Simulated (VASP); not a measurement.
# LiY3 (Pm-3m) in VASP: equation of state, part 2 of 2

VASP 6.6.1. Earlier steps stand in the parts before.

## 3. Equation of state, PBE, 28.58 Å³/atom (volume scaled by 0.96)

The input, INCAR:

```
PREC     = Accurate       # precision mode
ENCUT    = 520            # plane-wave cutoff, eV
EDIFF    = 1E-7           # SCF threshold, eV
ISMEAR   = -1             # smearing method
SIGMA    = 0.05           # smearing width, eV
LREAL    = False          # projectors in reciprocal space
LASPH    = True           # aspherical terms in the spheres
NELM     = 80             # most SCF steps
ALGO     = Normal         # electronic algorithm
ISIF     = 2              # what is computed and relaxed
LWAVE    = False          # write WAVECAR
LCHARG   = False          # write CHGCAR
GGA      = PE             # functional
NBANDS   = 26             # bands
```

The input, KPOINTS:

```
Automatic mesh
0
Gamma
  6 6 6
```

The input, POSCAR:

```
LiY3
1.0
    4.8532163222      0.0000000000      0.0000000000
    0.0000000000      4.8532163222      0.0000000000
    0.0000000000      0.0000000000      4.8532163222
Y Li
3 1
Direct
    0.0000000000      0.5000000000      0.5000000000
    0.5000000000      0.0000000000      0.5000000000
    0.5000000000      0.5000000000      0.0000000000
    0.0000000000      0.0000000000      0.0000000000
```

Potentials or basis: VASP PAW PBE potentials, release 64 (Y_sv, Li_sv).

On the command line:

```
$ cat potpaw_PBE.64/Y_sv/POTCAR potpaw_PBE.64/Li_sv/POTCAR > POTCAR
$ mpirun -np 1 vasp_std > vasp.out
```

OUTCAR:

```text
PREC = Accurate
   ENCUT = 520
   EDIFF = 1E-7
   ISMEAR = -1
   LREAL = False
   LASPH = True
   NELM = 80
   ISIF = 2
   GGA = PE

 Found     20 irreducible k-points:

 Following reciprocal coordinates:
            Coordinates               Weight
  0.000000  0.000000  0.000000      1.000000
  0.166667  0.000000  0.000000      6.000000
  0.333333  0.000000  0.000000      6.000000
  0.500000  0.000000  0.000000      3.000000
  0.166667  0.166667  0.000000     12.000000
  0.333333  0.166667  0.000000     24.000000
   k-points           NKPTS =     20   k-points in BZ     NKDIM =     20   number of bands    NBANDS=     26
   number of dos      NEDOS =    301   number of ions     NIONS =      4
   total plane-waves  NPLWV =  46656
   dimension x,y,z NGX =    36 NGY =   36 NGZ =   36
   dimension x,y,z NGXF=    72 NGYF=   72 NGZF=   72
   ions per type =               3   1
   NGX,Y,Z   is equivalent  to a cutoff of  12.33, 12.33, 12.33 a.u.
   NGXF,Y,Z  is equivalent  to a cutoff of  24.66, 24.66, 24.66 a.u.
 SYSTEM =  unknown system
   PREC   = accura    normal or accurate (medium, high low for compatibility)
   ISTART =      0    job   : 0-new  1-cont  2-samecut
   ICHARG =      2    charge: 1-file 2-atom 10-const
   ISPIN  =      1    spin polarized calculation?
   LNONCOLLINEAR =      F non collinear calculations
   LSORBIT =      F    spin-orbit coupling
   LASPH  =      T    aspherical Exc in radial PAW
   ENCUT  =  520.0 eV  38.22 Ry    6.18 a.u.   9.02  9.02  9.02*2*pi/ulx,y,z
   NELM   =     80;   NELMIN=  2; NELMDL= -5     # of ELM steps
   EDIFF  = 0.1E-06   stopping-criterion for ELM
   LREAL  =      F    real-space projection
   EDIFFG = 0.1E-05   stopping-criterion for IOM
   NSW    =      0    number of steps for IOM
   IBRION =     -1    ionic relax: 0-MD 1-quasi-New 2-CG
   NFREE  =      0    steps in history (QN), initial steepest desc. (CG)
   ISIF   =      2    stress and relaxation
   ISYM   =      2    0-nonsym 1-usesym 2-fastsym
   POTIM  = 0.5000    time-step for ionic-motion
   TEBEG  =    0.0;   TEEND  =   0.0 temperature during run
   PSTRESS=    0.0 pullay stress
   NELECT =      36.0000    total number of electrons
   NUPDOWN=      -1.0000    fix difference up-down
   EMIN   =  10.00;   EMAX   =-10.00  energy-range for DOS
   EFERMI =   0.00;   METHOD = LEGACY
   ISMEAR =    -1;   SIGMA  =   0.05  broadening in eV -4-tet -1-fermi 0-gaus
   EFERMI_NEDOS =   21; number of points for ismear=-14 and -15
   IALGO  =     38    algorithm
   IMIX   =      4    mixing-type and parameters
     AMIX     =   0.40;   BMIX     =  1.00
     AMIX_MAG =   1.60;   BMIX_MAG =  1.00
  volume/ion in A,a.u.               =      28.58       192.85
  Fermi-wavevector in a.u.,A,eV,Ry     =   1.113814  2.104803 16.879138  1.240582
  Thomas-Fermi vector in A             =   2.250403
   LORBIT       =      0    0 simple, 1 ext, 2 COOP (PROOUT), +10 PAW based schemes
   GGA     = PE    functional components
   LHFCALC =     F    Hartree Fock is set to
   AEXX    =    0.0000 exact exchange contribution
   IVDW    =     0    specifies the selected vdW correction
   LEPSILON=     F    determine dielectric tensor
   LRPA    =     F    only Hartree local field effects (RPA)
 non-spin polarized calculation
  energy-cutoff  :      520.00
  volume of cell :      114.31
 maximum number of plane-waves:      3112
   NGX = 19   NGY = 19   NGZ = 19

 number of electron      35.9999993 magnetization

 Free energy of the ion-electron system (eV)
  ---------------------------------------------------
  ext. energy  EPLUGINS =         0.00000000
  ---------------------------------------------------
  free energy    TOTEN  =       -20.42499474 eV

  energy without entropy =      -20.36350956  energy(sigma->0) =      -20.39425215

 E-fermi :   2.7575     XC(G=0):  -9.1617

 val. band max:        2.7555866021   @ k =   0.5000   0.1667   0.0000
 cond. band min:       2.7690922139   @ k =   0.5000   0.0000   0.0000
 fundamental gap:      0.0135056119
 Fermi energy:         2.7575428391

 k-point     1 :       0.0000    0.0000    0.0000
  band No.  band energies     occupation
      1     -42.7111      2.00000
      2     -39.9750      2.00000
      3     -39.8650      2.00000
      4     -39.8650      2.00000
      5     -20.2099      2.00000
      6     -20.2099      2.00000
[... 18 lines left out ...]
     25       5.9019      0.00000
     26       5.9019      0.00000
[... 122 lines left out ...]
      4     -39.8695      2.00000
      5     -20.1718      2.00000
      6     -20.1161      2.00000
[... 18 lines left out ...]
     25       5.6411      0.00000
     26       6.2857      0.00000

 [... further k-points ...]

------------------------ aborting loop because EDIFF is reached ----------------------------------------

  FORCE on cell =-STRESS in cart. coord.  units (eV):
  Direction    XX          YY          ZZ          XY          YZ          ZX
  --------------------------------------------------------------------------------------
  -------------------------------------------------------------------------------------
  Total        0.9280744      0.9280744      0.9280744      0.0000000     -0.0000000      0.0000000
  in kB       13.0078179     13.0078179     13.0078179      0.0000000     -0.0000000      0.0000000
  external PRESSURE =      13.0078179 kB  Pullay stress =       0.0000000 kB

 VOLUME and BASIS-vectors are now :
 -----------------------------------------------------------------------------
  energy-cutoff  :      520.00
  volume of cell :      114.31
      direct lattice vectors                 reciprocal lattice vectors
     4.853216322  0.000000000  0.000000000     0.206048924  0.000000000  0.000000000
     0.000000000  4.853216322  0.000000000     0.000000000  0.206048924  0.000000000
     0.000000000  0.000000000  4.853216322     0.000000000  0.000000000  0.206048924

 POSITION                                       TOTAL-FORCE (eV/Angst)
 -----------------------------------------------------------------------------------
      0.00000      2.42661      2.42661         0.000000      0.000000      0.000000
      2.42661      0.00000      2.42661         0.000000      0.000000      0.000000
      2.42661      2.42661      0.00000         0.000000      0.000000      0.000000
      0.00000      0.00000      0.00000         0.000000      0.000000      0.000000
 -----------------------------------------------------------------------------------
    total drift:                                0.000000      0.000000      0.000000

  FREE ENERGIE OF THE ION-ELECTRON SYSTEM (eV)
  ---------------------------------------------------
  free  energy   TOTEN  =       -20.4249947417 eV

  energy  without entropy=      -20.3635095589  energy(sigma->0) =      -20.39425215
```

stdout:

```text
POSCAR found type information on POSCAR Y Li
 POSCAR found :  2 types and       4 ions
 scaLAPACK will be used
 LDA part: xc-table for (Slater+PW92), standard interpolation
 POSCAR, INCAR and KPOINTS ok, starting setup
 FFT: planning ... GRIDC
 FFT: planning ... GRID_SOFT
 FFT: planning ... GRID
 WAVECAR not read
 entering main loop
```

Run time: 41 s. Hardware: 1 thread of Intel Xeon 6975P-C (Granite Rapids), shared host; peak memory 0.24 GiB.

What came out:

| Property | Result |
| --- | --- |
| Free energy | -20.4250 eV |
| Band gap on the k mesh | none (metal or under the smearing width) |

Caveat: the cutoff is under 1.25 times the usual one of these potentials, so pressure, stress and relaxed cells hold a basis-set (Pulay) error.

## 4. Equation of state, PBE, 29.17 Å³/atom (volume scaled by 0.98)

The input, INCAR:

```
  PREC = Accurate
  ENCUT = 520
  EDIFF = 1E-7
  ISMEAR = -1
  SIGMA = 0.05
  LREAL = False
  LASPH = True
  NELM = 80
  ALGO = Normal
  ISIF = 2
  LWAVE = False
  LCHARG = False
  GGA = PE
  NBANDS = 26
```

The input, KPOINTS:

```
regular mesh
0
Gamma
  6 6 6
```

The input, POSCAR:

```
LiY3
1.0
    4.8866878373      0.0000000000      0.0000000000
    0.0000000000      4.8866878373      0.0000000000
    0.0000000000      0.0000000000      4.8866878373
Y Li
3 1
Direct
    0.0000000000      0.5000000000      0.5000000000
    0.5000000000      0.0000000000      0.5000000000
    0.5000000000      0.5000000000      0.0000000000
    0.0000000000      0.0000000000      0.0000000000
```

On the command line:

```
$ cat potpaw_PBE.64/Y_sv/POTCAR potpaw_PBE.64/Li_sv/POTCAR > POTCAR
$ mpirun -np 1 vasp_std > vasp.out
```

Wall time 38 s (1 thread of Intel Xeon 6975P-C (Granite Rapids), shared host); peak memory 0.24 GiB.

The run converged. Its results:

```yaml
Free_energy: -20.4394 eV
Band_gap_on_the_k_mesh: none (metal or under the smearing width)
```

Caveat: the cutoff is under 1.25 times the usual one of these potentials, so pressure, stress and relaxed cells hold a basis-set (Pulay) error.

## 5. Equation of state, PBE, 30.36 Å³/atom (volume scaled by 1.02)

The input, INCAR:

```
SYSTEM = LiY3
PREC = Accurate
ENCUT = 520
EDIFF = 1E-7
ISMEAR = -1
SIGMA = 0.05
LREAL = .FALSE.
LASPH = .TRUE.
NELM = 80
ALGO = Normal
ISIF = 2
LWAVE = .FALSE.
LCHARG = .FALSE.
GGA = PE
NBANDS = 26
```

The input, KPOINTS:

```
Automatic mesh
0
G
  6 6 6
  0 0 0
```

The input, POSCAR:

```
LiY3
1.0
    4.9522887906      0.0000000000      0.0000000000
    0.0000000000      4.9522887906      0.0000000000
    0.0000000000      0.0000000000      4.9522887906
Y Li
3 1
Direct
    0.0000000000      0.5000000000      0.5000000000
    0.5000000000      0.0000000000      0.5000000000
    0.5000000000      0.5000000000      0.0000000000
    0.0000000000      0.0000000000      0.0000000000
```

On the command line:

```
$ cat potpaw_PBE.64/Y_sv/POTCAR potpaw_PBE.64/Li_sv/POTCAR > POTCAR
$ mpirun -np 1 vasp_std > vasp.out
```

Wall time 60 s (1 thread of Intel Xeon 6975P-C (Granite Rapids), shared host); peak memory 0.27 GiB.

It converged, with:

```
Free energy            : -20.4388 eV
Band gap on the k mesh : none (metal or under the smearing width)
```

Caveat: the cutoff is under 1.25 times the usual one of these potentials, so pressure, stress and relaxed cells hold a basis-set (Pulay) error.

## 6. Equation of state, PBE, 30.96 Å³/atom (volume scaled by 1.04)

The input, INCAR:

```
SYSTEM = LiY3
PREC = Accurate ; ENCUT = 520
EDIFF = 1E-7 ; ISMEAR = -1
SIGMA = 0.05 ; LREAL = .False.
LASPH = .True. ; NELM = 100
ALGO = Normal ; ISIF = 2
LWAVE = .False. ; LCHARG = .False.
GGA = PE ; NBANDS = 26
```

The input, KPOINTS:

```
regular mesh
0
Gamma
  6 6 6
  0 0 0
```

The input, POSCAR:

```
LiY3
1.0
    4.9844474111      0.0000000000      0.0000000000
    0.0000000000      4.9844474111      0.0000000000
    0.0000000000      0.0000000000      4.9844474111
Y Li
3 1
Direct
    0.0000000000      0.5000000000      0.5000000000
    0.5000000000      0.0000000000      0.5000000000
    0.5000000000      0.5000000000      0.0000000000
    0.0000000000      0.0000000000      0.0000000000
```

Potentials or basis: VASP PAW PBE potentials, release 64 (Y_sv, Li_sv).

On the command line:

```
$ cat potpaw_PBE.64/Y_sv/POTCAR potpaw_PBE.64/Li_sv/POTCAR > POTCAR
$ mpirun -np 1 vasp_std > vasp.out
```

It took 54 s on 1 thread of Intel Xeon 6975P-C (Granite Rapids), shared host; peak memory 0.27 GiB.

Results (log left out):

```yaml
Free_energy: -20.4253 eV
Band_gap_on_the_k_mesh: none (metal or under the smearing width)
```

Caveat: the cutoff is under 1.25 times the usual one of these potentials, so pressure, stress and relaxed cells hold a basis-set (Pulay) error.

## 7. Equation of state, PBE, 31.55 Å³/atom (volume scaled by 1.06)

INCAR is that of step 6.

The input, KPOINTS:

```
Automatic mesh
0
Gamma
  6 6 6
  0 0 0
```

The input, POSCAR:

```
LiY3
1.0
    5.0161963398      0.0000000000      0.0000000000
    0.0000000000      5.0161963398      0.0000000000
    0.0000000000      0.0000000000      5.0161963398
Y Li
3 1
Direct
    0.0000000000      0.5000000000      0.5000000000
    0.5000000000      0.0000000000      0.5000000000
    0.5000000000      0.5000000000      0.0000000000
    0.0000000000      0.0000000000      0.0000000000
```

On the command line:

```
$ cat potpaw_PBE.64/Y_sv/POTCAR potpaw_PBE.64/Li_sv/POTCAR > POTCAR
$ mpirun -np 1 vasp_std > vasp.out
```

It took 53 s on 1 thread of Intel Xeon 6975P-C (Granite Rapids), shared host; peak memory 0.27 GiB.

Results (log left out):

```yaml
Free_energy: -20.4039 eV
Band_gap_on_the_k_mesh: none (metal or under the smearing width)
```

Caveat: the cutoff is under 1.25 times the usual one of these potentials, so pressure, stress and relaxed cells hold a basis-set (Pulay) error.

## 8. Equation of state, PBE

This step only gathers the single runs of the series.

What came out:

- Equilibrium volume: 29.74 Å³/atom
- Bulk modulus: 31 GPa
- Pressure derivative of the bulk modulus: 3.2

Energy against volume, from the lowest point:
| volume (Å³/atom) | energy (meV/atom) |
| --- | --- |
| 27.982 | 11.06 |
| 28.578 | 4.69 |
| 29.173 | 1.08 |
| 29.769 | 0.00 |
| 30.364 | 1.24 |
| 30.959 | 4.62 |
| 31.555 | 9.97 |

Caveat: the cutoff is under 1.25 times the usual one of these potentials, so pressure, stress and relaxed cells hold a basis-set (Pulay) error.
